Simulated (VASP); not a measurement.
Data:

```yaml
crystal:
  lattice:
    - [0.00000, 2.07936, 2.07936]
    - [2.07936, 0.00000, 2.07936]
    - [2.07936, 2.07936, 0.00000]
  atoms:
    - { symbol: V, position: [0.00000, 0.00000, 0.00000] }
    - { symbol: N, position: [0.50000, 0.50000, 0.50000] }
```

All values below come from optB88-vdW, VASP's PBE PAW potentials (set 64) (plane waves; VASP 6.6.1). Settings: 520 eV cut-off, 15×15×15 Γ-centred mesh, first-order Methfessel-Paxton smearing of 0.10 eV, potentials V_sv N.

### Question
What does the run give for the energy per atom (σ→0), pressure, band gap (on the k-mesh) with the smallest direct gap where there is one?

### Answer

The band gap (on the k-mesh) comes out as none (metal, semimetal or under 0.01 eV). The energy per atom (σ→0) comes out as -7.459 eV/atom and the pressure is -8.90 GPa.

The compound is VN in the rock salt structure, which distorts at low temperature. This cell is one point of a volume scan, at 1.03 of the reference volume. The run is not spin-polarised, so no magnetic state was tried. VASP warned that the highest band is occupied, so more bands are needed.
